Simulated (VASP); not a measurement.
OSZICAR of a VASP run on MoSi2 (MoSi2 type):

**OSZICAR**
```
       N       E                     dE             d eps       ncg     rms          rms(c)
DAV:   1     0.124265337969E+03    0.12427E+03   -0.11491E+04  8664   0.140E+03
DAV:   2    -0.210032908739E+02   -0.14527E+03   -0.14392E+03 10607   0.339E+02
DAV:   3    -0.241228612043E+02   -0.31196E+01   -0.31020E+01 11552   0.447E+01
DAV:   4    -0.241386613480E+02   -0.15800E-01   -0.15794E-01  9956   0.365E+00
DAV:   5    -0.241387977004E+02   -0.13635E-03   -0.13649E-03 11713   0.316E-01    0.221E+01
DAV:   6    -0.233960180245E+02    0.74278E+00   -0.71945E+00 10068   0.186E+01    0.494E+00
DAV:   7    -0.232787901984E+02    0.11723E+00   -0.10540E+00  9755   0.661E+00    0.462E+00
DAV:   8    -0.232450091469E+02    0.33781E-01   -0.11355E-01 10285   0.285E+00    0.452E-01
DAV:   9    -0.232443751879E+02    0.63396E-03   -0.21416E-03 10712   0.420E-01    0.244E-01
DAV:  10    -0.232443431608E+02    0.32027E-04   -0.65788E-04 10404   0.241E-01    0.552E-02
DAV:  11    -0.232443238369E+02    0.19324E-04   -0.22660E-04 10411   0.121E-01    0.377E-02
DAV:  12    -0.232443256919E+02   -0.18550E-05   -0.26942E-05  9789   0.384E-02    0.742E-03
DAV:  13    -0.232443251056E+02    0.58628E-06   -0.65315E-07 10733   0.657E-03    0.134E-03
DAV:  14    -0.232443250241E+02    0.81512E-07   -0.16168E-08  5790   0.935E-04
   1 F= -.24337809E+02 E0= -.24337809E+02  d E =0.000000E+00
```

Problem. Which electronic solver shows in the log?

Solution. It is blocked Davidson (ALGO = Normal, or the opening steps of other solvers). The INCAR had ALGO = Normal.

Problem. Can the final energy be trusted as converged?

Solution. Self-consistency was reached. It stopped with EDIFF = 1E-7, NELM = 100 (PBE GGA with D3 dispersion (zero damping), plane waves, VASP's PBE PAW potentials (set 64)).

The compound is MoSi2 in the MoSi2 type structure. It was relaxed first.
